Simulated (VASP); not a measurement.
Output of a VASP run:

**OSZICAR**
```
       N       E                     dE             d eps       ncg     rms          rms(c)
DAV:   1     0.169129341256E+03    0.16913E+03   -0.12363E+04  1824   0.160E+03
DAV:   2    -0.152646070619E+02   -0.18439E+03   -0.17967E+03  1833   0.324E+02
DAV:   3    -0.240659694277E+02   -0.88014E+01   -0.85544E+01  2103   0.883E+01
DAV:   4    -0.243001716409E+02   -0.23420E+00   -0.23299E+00  2020   0.136E+01
DAV:   5    -0.243080533946E+02   -0.78818E-02   -0.78771E-02  2261   0.261E+00    0.150E+01
DAV:   6    -0.265016282810E+02   -0.21936E+01   -0.38166E+01  1988   0.115E+02    0.167E+01
DAV:   7    -0.225832921575E+02    0.39183E+01   -0.14134E+01  1974   0.806E+01    0.450E+00
DAV:   8    -0.226267605780E+02   -0.43468E-01   -0.14849E+00  2442   0.102E+01    0.264E+00
DAV:   9    -0.225613282449E+02    0.65432E-01   -0.24968E-01  2021   0.908E+00    0.606E-01
DAV:  10    -0.225619788481E+02   -0.65060E-03   -0.89569E-03  1949   0.891E-01    0.450E-01
DAV:  11    -0.225613804433E+02    0.59840E-03   -0.48010E-04  2203   0.211E-01    0.139E-01
DAV:  12    -0.225612020331E+02    0.17841E-03   -0.43349E-04  2552   0.368E-01    0.212E-02
DAV:  13    -0.225612047861E+02   -0.27530E-05   -0.60173E-05  1977   0.600E-02    0.272E-02
DAV:  14    -0.225612042884E+02    0.49772E-06   -0.13295E-06  1088   0.129E-02
   1 F= -.18624941E+02 E0= -.18625059E+02  d E =-.186249E+02
```

OUTCAR:
```
------------------------ aborting loop because EDIFF is reached ----------------------------------------
  FORCE on cell =-STRESS in cart. coord.  units (eV):
  Direction    XX          YY          ZZ          XY          YZ          ZX
  --------------------------------------------------------------------------------------
  Total        3.9543212      3.9543216      3.9601944      0.0000000      0.0000000      0.0000000
  in kB      100.4587661    100.4587759    100.6079730      0.0000000      0.0000000      0.0000000
  external PRESSURE =       0.5085050 kB  Pullay stress =     100.0000000 kB
  volume of cell :       63.07
      direct lattice vectors                 reciprocal lattice vectors
     1.914890446 -3.316687704  0.000000000     0.261111544 -0.150752813  0.000000000
     1.914890446  3.316687704  0.000000000     0.261111544  0.150752813  0.000000000
     0.000000000  0.000000000  4.964964845     0.000000000  0.000000000  0.201411295
 POSITION                                       TOTAL-FORCE (eV/Angst)
 -----------------------------------------------------------------------------------
      0.00000      0.00000      2.48248        -0.000000      0.000000      0.000000
      0.00000      0.00000      0.00000        -0.000000      0.000000      0.000000
      1.91489      1.10556      1.24124         0.000000     -0.000000     -0.000000
      1.91489     -1.10556      3.72372         0.000000      0.000000     -0.000000
 -----------------------------------------------------------------------------------
    total drift:                                0.000000      0.000000      0.000000
  FREE ENERGIE OF THE ION-ELECTRON SYSTEM (eV)
  ---------------------------------------------------
  free  energy   TOTEN  =       -22.5612042884 eV

  energy  without entropy=      -22.5615564272  energy(sigma->0) =      -22.56132167
  enthalpy is  TOTEN    =       -18.6249413248 eV   P V=        3.9362629635

 reached required accuracy - stopping structural energy minimisation
```
(Selected blocks of OUTCAR.)

**POSCAR**
```
NiSb
1
    1.9148904456    -3.3166877038     0.0000000000
    1.9148904456     3.3166877038     0.0000000000
   -0.0000000000     0.0000000000     4.9649648448
Ni Sb
2 2
Direct
  0.0000000000   0.0000000000   0.5000000000
  0.0000000000   0.0000000000   0.0000000000
  0.3333330000   0.6666670000   0.2500000000
  0.6666670000   0.3333330000   0.7500000000
```

Reconstruct the remaining input files.

One answer among several that fit: the input of the run itself, PBEsol GGA, plane waves, VASP's PBE PAW potentials (set 64).

KPOINTS:
```
Automatic mesh
0
Gamma
9 9 6
0 0 0
```

INCAR:
```
! general
SYSTEM  = NiSb
PREC    = Accurate
ENCUT   = 500
LREAL   = .FALSE.
LASPH   = .TRUE.   ! aspherical one-centre terms

! electronic loop
EDIFF   = 1E-6   ! SCF stop (eV)
NELM    = 100
ALGO    = Normal   ! blocked Davidson
LMAXMIX = 4   ! l cut-off of mixed one-centre charges

! smearing
ISMEAR  = 1
SIGMA   = 0.1   ! width (eV)

! functional
GGA     = PS

! ions
IBRION  = 2   ! conjugate gradients
NSW     = 40
ISIF    = 3
EDIFFG  = -0.02   ! ionic stop
PSTRESS = 100

! output
LWAVE   = .FALSE.
LCHARG  = .FALSE.
```

POTCAR, in this order: Ni Sb (PBE.64 set). Program: vasp_std.

The compound is NiSb in the NiAs type structure. It was relaxed first under an external pressure of 10 GPa. The run is not spin-polarised, so no magnetic state was tried.
